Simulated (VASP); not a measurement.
Energy against volume of WC (wc). Calculation: r2SCAN meta-GGA, VASP's PBE PAW potentials (set 64) (plane waves; VASP). Settings: 520 eV cut-off, 14×14×13 Γ-centred mesh, first-order Methfessel-Paxton smearing of 0.10 eV, potentials W_sv C.

Shape and ions are relaxed at each volume.

| V (Å³/atom) | E (eV/atom) |
|---|---|
| 9.836 | -30.75360 |
| 10.150 | -30.79406 |
| 10.464 | -30.80681 |
| 10.778 | -30.79585 |

Question: Fit these four points and predict the energy of the run at 11.092 Å³/atom.

Answer: A cubic in V^(−2/3), the third-order Birch-Murnaghan form, passes through the four points with V0 = 10.47 Å³/atom and B0 = 402 GPa, and gives -30.7646 eV/atom there. The run gave -30.7646 eV/atom, -0.0 meV/atom from the fit; all five points give B0 = 402 GPa.

The compound is WC in the wc structure. It was relaxed first.
